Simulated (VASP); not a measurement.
A convergence study with VASP on Re (space group no. 194 when undisturbed): one setting is varied, all else stays as given below, so the limit is that of these other settings. One atom is moved off its site, so that forces are finite.

```
Re
1.0
    1.37310    -2.37828     0.00000
    1.37310     2.37828     0.00000
    0.00000     0.00000     4.43770
Re
2
Direct
  0.33333   0.66667   0.26127
  0.66667   0.33333   0.75000
```

Method: PBE GGA, VASP's PBE PAW potentials (set 64) (plane waves; VASP 6.6.1). The tightest run used: 300 eV cut-off, 22×22×12 Γ-centred mesh, Gaussian smearing of 0.10 eV, potentials Re.

Question: The settings run are 2×2×2 mesh; 3×3×2 mesh; 4×4×2 mesh; 4×4×3 mesh; 5×5×3 mesh; 6×6×3 mesh; 7×7×4 mesh; 8×8×4 mesh; 9×9×5 mesh; 10×10×5 mesh; 11×11×6 mesh; 12×12×7 mesh; 13×13×7 mesh; 16×16×9 mesh; 18×18×10 mesh; 20×20×11 mesh; 22×22×12 mesh. From which on does the energy per atom stay within 0.01 eV/atom of the tightest run?

Answer: From 9×9×5 mesh on: it is off by 0.0062 there and by no more than 0.01 in any finer run, while 8×8×4 mesh is off by 0.0165.
| setting | E (eV/atom) | pressure (GPa) | largest force (eV/Å) | irreducible k-points | difference judged (eV/atom) |
|---|---|---|---|---|---|
| 2×2×2 mesh | -11.8488 | 5.56 | 0.116 | 4 | 0.5426 |
| 3×3×2 mesh | -12.0070 | 20.20 | 1.824 | 6 | 0.3844 |
| 4×4×2 mesh | -12.3200 | 10.32 | 0.140 | 8 | 0.0714 |
| 4×4×3 mesh | -12.4719 | 9.54 | 0.399 | 9 | 0.0805 |
| 5×5×3 mesh | -12.4111 | 8.15 | 0.457 | 12 | 0.0197 |
| 6×6×3 mesh | -12.3998 | 10.50 | 0.368 | 17 | 0.0084 |
| 7×7×4 mesh | -12.3947 | 10.00 | 0.186 | 28 | 0.0033 |
| 8×8×4 mesh | -12.3749 | 10.89 | 0.250 | 35 | 0.0165 |
| 9×9×5 mesh | -12.3852 | 10.38 | 0.271 | 50 | 0.0062 |
| 10×10×5 mesh | -12.3937 | 10.12 | 0.221 | 58 | 0.0023 |
| 11×11×6 mesh | -12.3881 | 10.35 | 0.176 | 84 | 0.0033 |
| 12×12×7 mesh | -12.3913 | 10.41 | 0.207 | 112 | 0.0001 |
| 13×13×7 mesh | -12.3916 | 10.15 | 0.155 | 126 | 0.0002 |
| 16×16×9 mesh | -12.3918 | 10.29 | 0.165 | 234 | 0.0004 |
| 18×18×10 mesh | -12.3903 | 10.33 | 0.184 | 330 | 0.0011 |
| 20×20×11 mesh | -12.3917 | 10.30 | 0.183 | 429 | 0.0003 |
| 22×22×12 mesh | -12.3914 | 10.28 | 0.181 | 564 | 0.0000 |

Left out are rungs that failed or repeat a setting and relaxations that didn't move; long series are thinned to 24 rows.

The structure is a typed Re crystal (space group no. 194). The cell was not relaxed at this level, it is distorted from the ideal structure.
